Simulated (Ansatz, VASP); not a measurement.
## Two plane-wave programs on Li6Te2O

```
Li Te O
1.0
     4.46912    0.00000    0.00000
     0.00000    4.46912    0.00000
     0.00000    0.00000   10.63146
Li Te O
6 2 1
Cartesian
  2.2346 0.0000 1.4247
  2.2346 0.0000 9.2067
  0.0000 2.2346 1.4247
  0.0000 2.2346 9.2067
  0.0000 0.0000 5.3157
  0.0000 0.0000 0.0000
  0.0000 0.0000 2.7395
  0.0000 0.0000 7.8920
  2.2346 2.2346 0.0000
```

Change from the starting cell: species swapped into the NdTa2O6 type (P4/mmm, No. 123).

Alike in both runs: functional PBE; k mesh 6 × 6 × 4; occupations gaussian, width 0.02 eV; no spin polarisation.

Ansatz relaxed the structure, and its values are those at the end. VASP's run is a single point on that final structure, the one shown.

|  | VASP | Ansatz |
| --- | --- | --- |
| version | VASP 6.6.1 | Ansatz 0.2.0 |
| potentials or method | VASP PAW PBE potentials, release 64 (Li_sv, Te, O) | scalar-relativistic, plane waves, PAW |
| plane-wave cutoff (eV) | 520 | 420 |
| valence electrons in the cell | 36 | 56 |

Ansatz gave:

| Property | Result |
| --- | --- |
| gap on the k mesh at the Fermi level (eV) | 1.62 |
| least direct gap on the mesh (eV) | 1.67 |
| rms of the force components (eV/Å) | 0.000 |

Problem. What did VASP give for the same quantities?

Solution. gap on the k mesh at the Fermi level (eV): 1.63; least direct gap on the mesh (eV): 1.67; rms of the force components (eV/Å): 0.006.

The two sets of potentials don't hold the same shells in valence.

Caveats: spin-orbit coupling is left out, which moves the levels of the heavy elements. A k mesh can miss the band edges.
